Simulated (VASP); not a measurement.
Consider the following.

```xyz
5
Lattice="6.1218 0.0000 0.0000 0.0000 6.1218 0.0000 0.0000 0.0000 6.1218" Properties=species:S:1:pos:R:3 pbc="T T T"
Cs     0.0000     0.0000     0.0000
Pb     3.0609     3.0609     3.0609
Br     3.0609     0.0000     3.0609
Br     0.0000     3.0609     3.0609
Br     3.0609     3.0609     0.0000
```

Method: revPBE GGA, VASP's PBE PAW potentials (set 64) (plane waves; VASP 6.6.1). Settings: 520 eV cut-off, 4×4×4 Γ-centred mesh, tetrahedra with Blöchl corrections, potentials Cs_sv Pb_d Br.

Unless said otherwise, spin-orbit coupling is left out, though it shifts the bands of the heavy elements here.

Question: What does the run give for the energy per atom (σ→0), band gap (on the k-mesh) with the smallest direct gap where there is one?

Answer: 
```yaml
band gap (on the k-mesh): 2.04 eV
smallest direct gap (on the k-mesh): 2.04 eV
energy per atom (σ→0): -2.987 eV/atom
```

The absolute energy has meaning only against runs of the same code, potentials and settings.

The compound is CsPbBr3 in the cubic perovskite structure, the ideal cubic form; the compound distorts at low or room temperature. It was relaxed first, which changed the volume by +13 %.
